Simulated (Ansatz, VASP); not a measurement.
# CO2 (fluorite type (invented)) in two plane-wave programs

One calculation is typed for both programs; each brings its own data sets. How far apart do they land? The cell is generated by rule, not measured, and may not be a known phase. Of the first pair: The two relaxations start from unlike cells of this crystal (the structure described is Ansatz's start), so only their ends are compared.

Method: plane waves, with VASP 6.6.1 beside it; relaxation of cell and atoms at LDA, in Ansatz 0.2.0.

### 1. Set-up

The structure is cubic, space group Fm-3m (No. 225). The conventional cell has a = 3.843 Å, b = 3.843 Å, c = 3.843 Å, α = 90.00°, β = 90.00°, γ = 90.00°. C has 8 O at 1.66 Å nearest. O has 4 C at 1.66 Å nearest. Farther neighbours and most contacts between anions are not listed.

Structure file:

```
C O
1.0
     0.00000    1.92142    1.92142
     1.92142    0.00000    1.92142
     1.92142    1.92142    0.00000
C O
1 2
Direct
  0.00000 0.00000 0.00000
  0.25000 0.25000 0.25000
  0.75000 0.75000 0.75000
```

### 2. VASP: relaxation of cell and atoms, LDA, pair 1

The relaxed volume is the usual yardstick between codes: in a stiff, nearly cubic crystal its relative difference is about their pressure difference at one cell divided by the bulk modulus.

Lines of VASP's logs that name or quote its potential files are left out, and so is its time.

The input, INCAR:

```
SYSTEM = CO2
PREC = Accurate
ENCUT = 600
EDIFF = 1E-07
NELM = 120
ISMEAR = 0
SIGMA = 0.1
LREAL = .FALSE.
ALGO = Normal
GGA = CA
NBANDS = 14
LORBIT = 11
LWAVE = .FALSE.
LCHARG = .FALSE.
ISIF = 3
IBRION = 2
NSW = 80
EDIFFG = -0.005
LASPH = .TRUE.
GGA_COMPAT = .FALSE.
NELMIN = 4
```

The input, POSCAR:

```
CO2
1.0
    0.0000000000      2.1852829470      2.1852829470
    2.1852829470      0.0000000000      2.1852829470
    2.1852829470      2.1852829470      0.0000000000
C O
1 2
Direct
    0.0000000000      0.0000000000      0.0000000000
    0.2500000000      0.2500000000      0.2500000000
    0.7500000000      0.7500000000      0.7500000000
```

The input, KPOINTS:

```
Automatic mesh
0
Gamma
8 8 8
0 0 0
```

Potentials, in the order of the species: C and O (LDA family, release 64).

On the command line:

```
> mpirun -np 1 vasp_std
```

Numbers of over 12 decimals in the logs are rounded to 6 here.

The program printed:

```text
[banner, memory and clock lines left out]
running    1 mpi-ranks, on    1 nodes
 distrk:  each k-point on    1 cores,    1 groups
 distr:  one band on    1 cores,    1 groups

 POSCAR found type information on POSCAR C O
 POSCAR found :  2 types and       3 ions
 LDA part: xc-table for (Slater(with rela. corr.)+CA(PZ))
 , standard interpolation
 POSCAR, INCAR and KPOINTS ok, starting setup
 FFT: planning ... GRIDC
 FFT: planning ... GRID_SOFT
 FFT: planning ... GRID
 WAVECAR not read
 entering main loop
       N       E                     dE             d eps       ncg     rms          rms(c)
DAV:   1     0.543305678725E+02    0.54331E+02   -0.99792E+03   812   0.128E+03
DAV:   2    -0.143942514330E+02   -0.68725E+02   -0.60813E+02  1024   0.239E+02
DAV:   3    -0.163296739665E+02   -0.19354E+01   -0.19279E+01   920   0.384E+01
DAV:   4    -0.163360777110E+02   -0.64037E-02   -0.64036E-02  1046   0.256E+00
DAV:   5    -0.163361018528E+02   -0.24142E-04   -0.24143E-04   920   0.147E-01    0.870E+00
DAV:   6    -0.155529860172E+02    0.78312E+00   -0.28146E+00   812   0.210E+01    0.596E+00
DAV:   7    -0.149659524451E+02    0.58703E+00   -0.84683E-01   812   0.956E+00    0.942E-01
DAV:   8    -0.149652651711E+02    0.68727E-03   -0.53771E-02   950   0.213E+00    0.292E-01
DAV:   9    -0.149645339319E+02    0.73124E-03   -0.71276E-04   986   0.292E-01    0.637E-02
DAV:  10    -0.149645063641E+02    0.27568E-04   -0.81429E-05   944   0.838E-02    0.359E-02
DAV:  11    -0.149645018635E+02    0.45006E-05   -0.41359E-05   974   0.585E-02    0.770E-03
DAV:  12    -0.149645006969E+02    0.11667E-05   -0.30922E-06   932   0.148E-02    0.353E-03
DAV:  13    -0.149645005407E+02    0.15617E-06   -0.39210E-07   938   0.577E-03    0.721E-04
DAV:  14    -0.149645005377E+02    0.30427E-08   -0.35513E-08   526   0.172E-03
   1 F= -.14964501E+02 E0= -.14958867E+02  d E =-.149645E+02
 curvature:   0.00 expect dE= 0.000E+00 dE for cont linesearch  0.000E+00
 trial: gam= 0.00000 g(F)=  0.195E-50 g(S)=  0.134E-02 ort = 0.000E+00 (trialstep = 0.100E+01)
 search vector abs. value=  0.134E-02
 bond charge predicted
       N       E                     dE             d eps       ncg     rms          rms(c)
DAV:   1    -0.149695813407E+02   -0.50808E-02   -0.10619E-01   812   0.311E+00    0.556E-01
DAV:   2    -0.149668261420E+02    0.27552E-02   -0.11949E-02   830   0.116E+00    0.286E-01
DAV:   3    -0.149651672730E+02    0.16589E-02   -0.14296E-03   818   0.439E-01    0.109E-01
DAV:   4    -0.149649654339E+02    0.20184E-03   -0.81600E-04   854   0.227E-01    0.161E-02
DAV:   5    -0.149649606855E+02    0.47483E-05   -0.67267E-06   890   0.272E-02    0.705E-03
DAV:   6    -0.149649593278E+02    0.13577E-05   -0.21642E-06   920   0.144E-02    0.111E-03
DAV:   7    -0.149649593420E+02   -0.14234E-07   -0.49794E-08   514   0.198E-03
   2 F= -.14964959E+02 E0= -.14959398E+02  d E =-.458804E-03
 trial-energy change:   -0.000459  1 .order   -0.000458   -0.001337    0.000421
 step:   0.7607(harm=  0.7607)  dis= 0.00000  next Energy=   -14.965009 (dE=-0.508E-03)
 bond charge predicted
       N       E                     dE             d eps       ncg     rms          rms(c)
DAV:   1    -0.149652714728E+02   -0.31214E-03   -0.60901E-03   824   0.747E-01    0.131E-01
DAV:   2    -0.149651075671E+02    0.16391E-03   -0.66267E-04   848   0.271E-01    0.659E-02
DAV:   3    -0.149650211054E+02    0.86462E-04   -0.75460E-05   824   0.101E-01    0.267E-02
DAV:   4    -0.149650091050E+02    0.12000E-04   -0.48319E-05   842   0.559E-02    0.305E-03
DAV:   5    -0.149650088992E+02    0.20585E-06   -0.36173E-07   866   0.613E-03    0.168E-03
DAV:   6    -0.149650087975E+02    0.10162E-06   -0.10301E-07   466   0.330E-03    0.254E-04
DAV:   7    -0.149650087972E+02    0.36698E-09   -0.50323E-09   418   0.749E-04
   3 F= -.14965009E+02 E0= -.14959428E+02  d E =-.508259E-03
 curvature:  -0.38 expect dE=-0.179E-10 dE for cont linesearch -0.179E-10
 trial: gam=-0.00019 g(F)=  0.536E-50 g(S)=  0.472E-10 ort = 0.251E-06 (trialstep = 0.952E+00)
 search vector abs. value=  0.100E-09
 reached required accuracy - stopping structural energy minimisation
```

Parts of OUTCAR (step 2):

```text
ion  position               nearest neighbor table
   1  0.000  0.000  0.000-   3 1.89   3 1.89   3 1.89   2 1.89   3 1.89   2 1.89   2 1.89   2 1.89

  LATTYP: Found a face centered cubic cell.
 ALAT       =     4.3705658940

 Subroutine GETGRP returns: Found 48 space group operations
 (whereof 48 operations were pure point group operations)

The static configuration has the point symmetry O_h .

 Found     29 irreducible k-points:

   k-points           NKPTS =     29   k-points in BZ     NKDIM =     29   number of bands    NBANDS=     14

   dimension x,y,z NGX =    28 NGY =   28 NGZ =   28
   dimension x,y,z NGXF=    56 NGYF=   56 NGZF=   56

   ENCUT  =  600.0 eV  44.10 Ry    6.64 a.u.   6.17  6.17  6.17*2*pi/ulx,y,z

   NELECT =      16.0000    total number of electrons

 k-points in reciprocal lattice and weights: Automatic mesh
   0.00000000  0.00000000  0.00000000       0.002
   0.12500000  0.00000000  0.00000000       0.016
   0.25000000  0.00000000  0.00000000       0.016
   0.37500000  0.00000000  0.00000000       0.016
   0.50000000  0.00000000  0.00000000       0.008
   0.12500000  0.12500000  0.00000000       0.012
   0.25000000  0.12500000  0.00000000       0.047
   0.37500000  0.12500000  0.00000000       0.047
   0.50000000  0.12500000  0.00000000       0.047
[...]
-0.37500000  0.50000000  0.12500000       0.023
  -0.25000000  0.50000000  0.25000000       0.012

 average (electrostatic) potential at core
       1 -57.1676       2 -71.5551       3 -71.5551

 E-fermi :   5.7317

 k-point     1 :       0.0000    0.0000    0.0000
  band No.  band energies     occupation
    ...
      5       0.9303      2.00000
      6       2.2492      2.00000
      7       2.6007      2.00000
      8       2.6007      2.00000
      9       2.6007      2.00000
     10       8.2310      0.00000
     11       8.2310      0.00000
     12       8.2310      0.00000
     13      20.1639      0.00000
     14      24.1426      0.00000

 k-point     2 :       0.1250    0.0000    0.0000
  band No.  band energies     occupation
    ...
      5       0.7000      2.00000
      6       1.4328      2.00000
      7       2.6599      2.00000
      8       2.6599      2.00000
      9       4.7818      2.00000
     10       8.4091      0.00000
     11       8.4553      0.00000
     12       8.4553      0.00000
     13      20.3226      0.00000
     14      24.3444      0.00000

 k-point     3 :       0.2500    0.0000    0.0000
  band No.  band energies     occupation
    ...
      4       0.3057      2.00000
      5       0.3057      2.00000
      6       1.2468      2.00000
      7       2.5910      2.00000
      8       2.5910      2.00000
      9       6.5262      0.00000
     10       9.1066      0.00000
     11       9.1066      0.00000
     12       9.3362      0.00000
     13      20.2776      0.00000
    ...

  Total        0.0000313      0.0000313      0.0000313      0.0000000      0.0000000      0.0000000
  in kB        0.0023859      0.0023859      0.0023859      0.0000000      0.0000000      0.0000000
  external PRESSURE =       0.0023859 kB  Pullay stress =       0.0000000 kB

  energy-cutoff  :      600.00
  volume of cell :       21.00
      direct lattice vectors                 reciprocal lattice vectors
     0.000000000  2.189732584  2.189732584    -0.228338384  0.228338384  0.228338384
     2.189732584 -0.000000000  2.189732584     0.228338384 -0.228338384  0.228338384
     2.189732584  2.189732584  0.000000000     0.228338384  0.228338384 -0.228338384

 POSITION                                       TOTAL-FORCE (eV/Angst)
 -----------------------------------------------------------------------------------
      0.00000      0.00000      0.00000         0.000000     -0.000000      0.000000
      1.09487      1.09487      1.09487         0.000000      0.000000      0.000000
      3.28460      3.28460      3.28460        -0.000000     -0.000000     -0.000000
 -----------------------------------------------------------------------------------
    total drift:                                0.000000      0.000000      0.000000

  FREE ENERGIE OF THE ION-ELECTRON SYSTEM (eV)
  ---------------------------------------------------
  free  energy   TOTEN  =       -14.9650087972 eV

  energy  without entropy=      -14.9538478786  energy(sigma->0) =      -14.95942834

 reached required accuracy - stopping structural energy minimisation

 total charge
# of ion       s       p       d       tot
------------------------------------------
    1        0.896   0.987   0.000   1.883
    2        1.633   3.181   0.000   4.814
    3        1.633   3.181   0.000   4.814
--------------------------------------------------
tot          4.161   7.350   0.000  11.511

[... 3 further parts left out ...]
```

CONTCAR:

```
CO2
   1.00000000000000
     0.0000000000000000    2.1897325838678450    2.1897325838678450
     2.1897325838678450   -0.0000000000000000    2.1897325838678450
     2.1897325838678450    2.1897325838678450    0.0000000000000000
  C               O
     1     2
Direct
     0.0000000000000000    0.0000000000000000    0.0000000000000000
     0.2500000000000000    0.2500000000000000    0.2500000000000000
     0.7500000000000000    0.7500000000000000    0.7500000000000000
```

### 3. Ansatz: relaxation of cell and atoms, LDA, pair 1

Ansatz runs on its default PAW (the set named soft_2) files.

Its own start cell and the same functional (in two slightly different forms), mesh and smearing now go to Ansatz, which takes its cutoff from its data sets.

The input, input.yaml:

```yaml
crystal:
  lattice:
    - [0.0, 1.92142, 1.92142]
    - [1.92142, 0.0, 1.92142]
    - [1.92142, 1.92142, 0.0]
  atoms:
    - { symbol: C, position: [0.0, 0.0, 0.0] }
    - { symbol: O, position: [0.25, 0.25, 0.25] }
    - { symbol: O, position: [0.75, 0.75, 0.75] }
kpoints:
  mp_grid: { grid: [8, 8, 8] }
hamiltonian:
  xc: lda
scf:
  occupations: { method: gaussian, width: 0.1 }
output:
  forces: true
  stress: true
  eigenvalues: true
relax:
  adjacent_minimum: "off"
  f_tol: 0.05
  max_steps: 80
  cell: { stress_tol: 0.5 }
```

On the command line:

```
> ansatz run input.yaml --threads 2 --pin off --max-ram 5120MiB --backend cpu --events-out ev --progress --plain --runs-dir out
```

The program printed:

```text
The last accepted step is kept in <dir> (removed where the run ends without a failure and the disk answers)
Engine: ansatz 0.2.0, aarch64-unknown-linux-gnu
Pseudopotentials: kind: paw
Pseudopotential: C, paw, valence charge 4, recommended cutoff 420 eV (normal), C.paw.azcp
Pseudopotential: O, paw, valence charge 6, recommended cutoff 420 eV (normal), O.paw.azcp
Functional definition: SPW92
  exchange = slater_x
  correlation = pw_c
Crystal: 3 atoms, lattice volume = 14.187 Å³
Basis set: ecut = 420 eV, 283 PW (Γ)
Bands: 12, of which v1, the nominal top of the filled ones, is band 8 counted from 1 (7 counted from 0)
Symmetry: 48 space group operations
Space group: Fm-3m (ITA 225), of the structure as read, at distance tolerance 2.4e-5 Å
k-points: 29 of 512
Non-local potential: C, projectors of the file, l = 0: 2, l = 1: 2, l = 2: 1
Non-local potential: O, projectors of the file, l = 0: 2, l = 1: 2, l = 2: 1
PAW form: soft (Blöchl's): semilocal exchange-correlation on the pseudo side does not see the compensation charge
PAW frozen core: C, regenerated for the run's functional, and the local potential with it (the file was generated under x = pbe(κ = 0.804, μ = 0.219515), c = pbe(β = 0.066725))
PAW frozen core: O, regenerated for the run's functional, and the local potential with it (the file was generated under x = pbe(κ = 0.804, μ = 0.219515), c = pbe(β = 0.066725))
PAW one-centre angular grid: C, 110 points (default); XC on 64 Gauss nodes
PAW one-centre angular grid: O, 110 points (default); XC on 64 Gauss nodes
Initial density: superposition of atomic densities (neutral atoms: chi_scale 0, normalization atom), corrected by the library's trained network
Initial wavefunctions: pseudopotential atomic-orbital guess
Functional: x = slater, c = lda
SCF iter   1: F=—  HF=-1338.934950 eV  |F-HF|=—  |Δ(HF+E_count)|=         —  Δρ=3.91e-2  dr2=1.96e-1  ethr=1.77e-3  ⟨swp⟩=5.0  Hψ=1821  notcnv=0
preconditioner: auto → none  [metal: Δε(μ)=0.053 eV  Ē_g=16.454 eV  σ=0.100 eV  W_gap=0.29  n_scr=0 (ndim 8)  ℏωp=39.4 eV  f_vac=0.002  D(μ)=1.61/eV (n_scr^D=14)]
SCF iter   2: F=—  HF=-1338.894579 eV  |F-HF|=—  |Δ(HF+E_count)|=   4.04e-2  Δρ=1.20e-2  dr2=1.97e-2  ethr=1.23e-3  ⟨swp⟩=2.0  Hψ=689  notcnv=0
SCF iter   3: F=—  HF=-1338.889979 eV  |F-HF|=—  |Δ(HF+E_count)|=   4.60e-3  Δρ=1.16e-3  dr2=1.08e-4  ethr=1.23e-4  ⟨swp⟩=2.0  Hψ=430  notcnv=0
SCF iter   4: F=—  HF=-1338.889939 eV  |F-HF|=—  |Δ(HF+E_count)|=   3.96e-5  Δρ=1.27e-4  dr2=1.21e-6  ethr=6.73e-7  ⟨swp⟩=2.2  Hψ=503  notcnv=0
SCF iter   5: F=—  HF=-1338.889938 eV  |F-HF|=—  |Δ(HF+E_count)|=   1.20e-6  Δρ=3.09e-5  dr2=3.65e-8  ethr=7.54e-9  ⟨swp⟩=2.4  Hψ=571  notcnv=0
SCF iter   6: F=-1338.889938 eV  HF=-1338.889938 eV  |F-HF|=7.62e-10  |Δ(HF+E_count)|=  8.94e-11  Δρ=3.87e-6  dr2=1.12e-9  ethr=2.28e-10  ⟨swp⟩=2.9  Hψ=1266  notcnv=0
SCF 1 converged in 6 iterations: F = -1338.889938 eV  dr2 = 1.12e-9
  greatest PAW one-centre occupation: 0.902 electrons in one spin orbital (limit 2), on the O atom at site 2 (counted from 0), in its partial waves of l = 0
relax step   1: F+E_penalty+E_count = -1338.88993772 eV  Δ(F+E_penalty+E_count) = +0.000e0 eV  max|allowed force component| = 1.542e-17 eV/Å  Δτ_max = 0.0000 Å  P = +189.404 GPa  Ω = 14.187 Å³  (6 SCF iters, dr2 threshold 1.00e-7 eV, accepted)
[...]
relax step   7: F+E_penalty+E_count = -1341.74222410 eV  Δ(F+E_penalty+E_count) = -5.851e-2 eV  max|allowed force component| = 2.452e-16 eV/Å  Δτ_max = 0.0000 Å  P = +5.732 GPa  Ω = 20.449 Å³  energy of the carried Pulay correction = -1.334e-2 eV  (6 SCF iters, dr2 threshold 3.00e-7 eV, accepted)
[...]
relax step   8: F+E_penalty+E_count = -1341.74249194 eV  Δ(F+E_penalty+E_count) = -2.678e-4 eV  max|allowed force component| = 2.853e-16 eV/Å  Δτ_max = 0.0000 Å  P = +0.240 GPa  Ω = 20.963 Å³  energy of the carried Pulay correction = -2.247e-2 eV  (6 SCF iters, dr2 threshold 3.00e-7 eV, accepted)
[...]
relax step   9: F+E_penalty+E_count = -1341.76523368 eV  Δ(F+E_penalty+E_count) = -2.274e-2 eV  max|allowed force component| = 2.868e-16 eV/Å  Δτ_max = 0.0000 Å  P = +0.323 GPa  Ω = 20.963 Å³  stress off target by 3.23e-1 GPa  SCF on the basis re-selected at this cell (its energy is not comparable with the rows above)  (6 SCF iters)
basis re-selected at this cell: Δ(F+E_penalty+E_count) = -2.274e-2 eV, ΔP = +0.083 GPa vs the last step (what re-selecting the basis moved, of the pressure what is left beyond the Pulay correction that the steps carried, after the strain that the cell walked since its last selection, with what the two solves' SCF thresholds leave and, on support functions, any second-order correction that the steps lacked; it is no m [...]
SCF converged after 6 iterations
Free energy (F): -1341.765234 eV
Harris-Foulkes:  -1341.765234 eV  (|F-HF|=4.55e-13)
Internal energy: -1341.753743 eV  (E = F + TS)
E sigma→0 (E₀):  -1341.759488 eV
Entropy (-TS):   -0.011491 eV (-3.830 meV/atom)
Fermi energy:    8.836169 eV
--- Per-component energies (eV) ---
  E_band       = 4.002622
  E_kinetic    = 420.081417
  E_local      = -574.109841  (includes V_loc(G=0)·N_el)
  E_nonlocal   = 128.111670
  E_hartree    = 172.513725
  E_xc         = -188.452666
  E_vxc        = -240.166449  (∫ρ·V_xc dr)
  E_paw        = -380.778192  (= ΣΔE_a)
  E_vpaw       = -74.946019  (= ΣTr[D̂ρ^β])
  E_aug_tail   = 0.004395  (compensation charges beyond the density's cutoff)
  E_ewald      = -919.380925
  E_core_change = 0.256675  (= ΣΔE_core)
  E_smearing   = -0.011491  (= −TS)
  E_closure    = -0.000000  (closes the sum)
  Σ components = -1341.765234   (vs F -1341.765234, Δ=0.00e0)
--- Forces (eV/Å), atoms counted from 1 ---
  atom   1  C     -0.00000000     0.00000000     0.00000000
  atom   2  O     -0.00000000    -0.00000000    -0.00000000
  atom   3  O      0.00000000     0.00000000     0.00000000
  max |Σ_I F_I| component: 3.70e-17 eV/Å
--- Stress (GPa, compression-positive) ---
        0.323049       0.000000      -0.000000
       -0.000000       0.323049      -0.000000
       -0.000000      -0.000000       0.323049
  P = ⅓ Tr σ = 0.3230 GPa (3.230 kbar)
--- Band table (eV; the first three rows and the last of 29) ---
  k-point 0: bands = [... 4 lower, 4.0302, 5.3528, 5.7002, 5.7002, 5.7002, 11.3484, 11.3484, 11.3484]
  k-point 1: bands = [... 4 lower, 3.7997, 4.5342, 5.7600, 5.7600, 7.8850, 11.5246, 11.5728, 11.5728]
  k-point 2: bands = [... 4 lower, 3.4057, 4.3477, 5.6927, 5.6927, 9.6310, 12.2234, 12.2234, 12.4496]
  k-point 28: bands = [... 4 lower, 4.0037, 4.0037, 8.9563, 9.1142, 9.3592, 13.3540, 13.7468, 13.7468]
--- Relaxed structure (7 steps of the walk, 7 accepted, 2 SCFs on fresh bases) ---
  F+E_penalty+E_count = -1341.76523368 eV   max|allowed force component| = 2.868e-16 eV/Å   (the final SCF, on the basis selected at the relaxed cell)
  cell:  # Å, volume = 20.9631 Å³
    - [0, 2.188475, 2.188475]
    - [2.188475, 0, 2.188475]
    - [2.188475, 2.188475, 0]
  atoms:
    - { symbol: C, position: [0, 0, 0] }
    - { symbol: O, position: [0.25, 0.25, 0.25] }
    - { symbol: O, position: [0.75, 0.75, 0.75] }
```

The column dr2 measures how far the density is from self-consistency, as an energy; F and HF (Harris–Foulkes) agree once it is small.

### 4. Side by side

Known differences besides the potentials themselves: the two LDA forms differ slightly; the cutoff is 420 eV in Ansatz and 600 eV in VASP; VASP's log shows a relativistic correction to its local exchange, Ansatz's none; Ansatz adds a Pulay correction to the stress that steers its cell, VASP none. Total energies have different zeros and are not compared.

The two programs side by side:

```
                                         quantity  Ansatz   VASP  difference
                                      volume (Å³)   20.96  21.00     -0.17 %
edge a after relaxation, in the typed setting (Å)   3.095  3.097     -0.05 %
```

(Part 1 of 2 ends here.)

[Lines on the potential files, build, host, timing and source positions are cut from VASP's logs without a mark.]

[Logs are printed without paths, hosts, clocks, repeated set-up lines and the standing remarks that a program may print on its own settings, such as how far it seeks lower states.]

[Hosts, paths, dates, database ids (printed as entryN), source tags and the programs' standing remarks are cut or masked in the printed files.]
